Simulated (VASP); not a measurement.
An input for Ansatz (written as the equivalent of a VASP run, and not itself run):

Ansatz 0.2 input:
```yaml
crystal:
  lattice:
    - [0.0000000, 3.0855000, 3.0855000]
    - [3.0855000, 0.0000000, 3.0855000]
    - [3.0855000, 3.0855000, 0.0000000]
  atoms:
    - { symbol: Cu, position: [0.0000000, 0.0000000, 0.0000000] }
    - { symbol: I, position: [0.2500000, 0.2500000, 0.2500000] }
kpoints:
  mp_grid: { grid: [7, 7, 7] }
hamiltonian:
  xc: pbe
  pseudopotentials: { kind: paw }
  hubbard:
    sites:
      - { species: Cu, l: d, u_eff: 4 }
scf:
  occupations: { method: gaussian, width: 0.05 }
  max_iter: 100
output: { forces: true, stress: true, eigenvalues: true }
```

Problem. Write the VASP files for the same calculation (PBE+U).

Solution. This is not unique; one that fits is 
### INCAR
```
! general
SYSTEM    = CuI
PREC      = Accurate
ENCUT     = 400
LREAL     = F
LASPH     = T

! electronic loop
EDIFF     = 1E-6
NELM      = 100
ALGO      = Normal
LMAXMIX   = 4

! smearing
ISMEAR    = 0
SIGMA     = 0.05

! functional
GGA       = PE

! DFT+U
LDAU      = T
LDAUTYPE  = 2
LDAUL     = 2 -1
LDAUU     = 4.0 0
LDAUJ     = 0 0
LDAUPRINT = 1

! ions
ISIF      = 2

! output
LWAVE     = F
LCHARG    = F
LORBIT    = 10
```

File KPOINTS:
```
Automatic mesh
0
Gamma
7 7 7
0 0 0
```

POSCAR:
```
CuI
4.3635560
  0.0000000000   0.7071067725   0.7071067725
  0.7071067725   0.0000000000   0.7071067725
  0.7071067725   0.7071067725   0.0000000000
Cu I
1 1
Cartesian
  0.0000000000   0.0000000000   0.0000000000
  0.3535533863   0.3535533863   0.3535533863
```

POTCAR, in this order: Cu I (PBE.64 set). Program: vasp_std.

The two are equivalent in intent, not identical: each code has its own PAW files, so the cut-off isn't converted (ENCUT is set for VASP's; basis.ecutwfc is left out, and Ansatz then takes the one that its files recommend); Ansatz stops its SCF on the density residual and VASP on the energy change (EDIFF); the +U projectors differ, so the same U acts differently.

The compound is CuI in the zinc blende structure. The cell was not relaxed at this level. The run is one of a series of settings (LDAU = .TRUE., LDAUJ = 0 0, LDAUL = 2 -1, LDAUTYPE = 2, LDAUU = 4.0 0 against the base run), some of them coarse on purpose.
